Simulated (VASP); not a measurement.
All values below come from PBE GGA, VASP's PBE PAW potentials (set 64) (plane waves; VASP 6.6.1).

Input for VASP

File POSCAR:
```
SiW
5.4935610
  1.0000000000   0.0000000000   0.0000000000
 -0.4999999090   0.8660251520   0.0000000000
  0.0000000000   0.0000000000   0.8069141309
W Si
3 3
direct
  0.5000000000   0.0000000000   0.0000000000
  0.5000000000   0.5000000000   0.0000000000
  0.0000000000   0.5000000000   0.0000000000
  0.0000000000   0.0000000000   0.0000000000
  0.3333330000   0.6666670000   0.5000000000
  0.6666670000   0.3333330000   0.5000000000
```

File KPOINTS:
```
Regular mesh
0
gamma
4 4 4
```

**INCAR**
```
SYSTEM=SiW
PREC=Accurate; ENCUT=300; LREAL=.FALSE.
LASPH=.TRUE.
EDIFF=1E-6; NELM=100; ALGO=Normal
LMAXMIX=6
ISMEAR=0; SIGMA=0.1
GGA=PE
ISIF=2
LWAVE=.FALSE.; LCHARG=.FALSE.
```

POTCAR, in this order: W_sv Si (PBE.64 set). Program: vasp_std.

At this cut-off the stress carries a Pulay error, which pulls relaxed volumes low. Gaps are read on the run's mesh, which can miss a band edge. Unless said otherwise, spin-orbit coupling is left out, though it shifts the bands of the heavy elements here.

Question: Estimate the energy per atom (σ→0), pressure, band gap (on the k-mesh).

Answer: 
* **energy per atom (σ→0)**: -8.947 eV/atom
* **band gap (on the k-mesh)**: none (metal, semimetal or under 0.01 eV)
* **pressure**: -14.94 GPa

### OSZICAR
```
...
DAV:   8    -0.536897065499E+02    0.56060E-01   -0.14659E-01   944   0.226E+00    0.623E-01
DAV:   9    -0.536884391147E+02    0.12674E-02   -0.15328E-02  1016   0.581E-01    0.248E-01
DAV:  10    -0.536883963446E+02    0.42770E-04   -0.39339E-03  1016   0.270E-01    0.932E-02
DAV:  11    -0.536885147282E+02   -0.11838E-03   -0.26997E-04   952   0.734E-02    0.264E-02
DAV:  12    -0.536885301371E+02   -0.15409E-04   -0.35028E-05   960   0.309E-02    0.107E-02
DAV:  13    -0.536885367384E+02   -0.66013E-05   -0.12402E-05   800   0.127E-02    0.690E-03
DAV:  14    -0.536885371860E+02   -0.44761E-06   -0.66563E-07   688   0.399E-03
   1 F= -.53688537E+02 E0= -.53684367E+02  d E =-.834023E-02
```

The structure was generated: SiW was put into an ordered model structure, which need not be its known phase. The cell was not relaxed at this level. The k-mesh is coarse (spacing up to 0.35 per Å, 2π included), so the numbers may not be converged in it. The run is one of a series of settings (KPOINTS 4×4×4 Γ-centred mesh against the base run), some of them coarse on purpose.
